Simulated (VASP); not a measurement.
VASP ran on this input.

**POSCAR**
```
MgCdTe2
1
   -3.2281042361     3.2281042361     6.4704717848
    3.2281042361    -3.2281042361     6.4704717848
    3.2281042361     3.2281042361    -6.4704717848
Mg Cd Te
2 2 4
Direct
  0.7500000000   0.2500000000   0.5000000000
  1.0000000000   0.0000000000   1.0000000000
  0.2500000000   0.7500000000   0.5000000000
  0.5000000000   0.5000000000   0.0000000000
  0.6293853232   0.6250000000   0.5043853232
  0.3750000000   0.8793853232   0.0043853232
  0.1206146768   0.1250000000   0.4956146768
  0.8750000000   0.3706146768   0.9956146768
```

File KPOINTS:
```
Automatic mesh
0
Gamma
6 6 6
0 0 0
```

**INCAR**
```
SYSTEM = MgCdTe2
PREC = Accurate; ENCUT = 400; LREAL = .FALSE.
LASPH = .TRUE.
EDIFF = 1E-7; NELM = 100; ALGO = Normal
LMAXMIX = 4
ISMEAR = -5
GGA = PS
ISIF = 2
LWAVE = .FALSE.; LCHARG = .TRUE.; LORBIT = 11
NEDOS = 601
LEFG = .TRUE.
```

POTCAR, in this order: Mg Cd Te (PBE.64 set). Program: vasp_std.

Problem. Write an equivalent input for Ansatz.

Solution. One equivalent input (not run):
Ansatz 0.2 input:
```yaml
crystal:
  lattice:
    - [-3.2281042, 3.2281042, 6.4704718]
    - [3.2281042, -3.2281042, 6.4704718]
    - [3.2281042, 3.2281042, -6.4704718]
  atoms:
    - { symbol: Mg, position: [0.7500000, 0.2500000, 0.5000000] }
    - { symbol: Mg, position: [1.0000000, 0.0000000, 1.0000000] }
    - { symbol: Cd, position: [0.2500000, 0.7500000, 0.5000000] }
    - { symbol: Cd, position: [0.5000000, 0.5000000, 0.0000000] }
    - { symbol: Te, position: [0.6293853, 0.6250000, 0.5043853] }
    - { symbol: Te, position: [0.3750000, 0.8793853, 0.0043853] }
    - { symbol: Te, position: [0.1206147, 0.1250000, 0.4956147] }
    - { symbol: Te, position: [0.8750000, 0.3706147, 0.9956147] }
kpoints:
  mp_grid: { grid: [6, 6, 6] }
hamiltonian:
  xc: pbesol
  pseudopotentials: { kind: paw }
scf:
  occupations: { method: tetrahedron }
  max_iter: 100
output: { forces: true, stress: true, eigenvalues: true }
```
Limits of the translation: each code has its own PAW files, so the cut-off isn't converted (ENCUT is set for VASP's; basis.ecutwfc is left out, and Ansatz then takes the one that its files recommend); Ansatz stops its SCF on the density residual and VASP on the energy change (EDIFF); the field gradients of LEFG aren't asked of the other code.

The structure comes from a computed database's MgCdTe2 entry (I-42d); how it stands against other phases isn't given here. It was relaxed first.
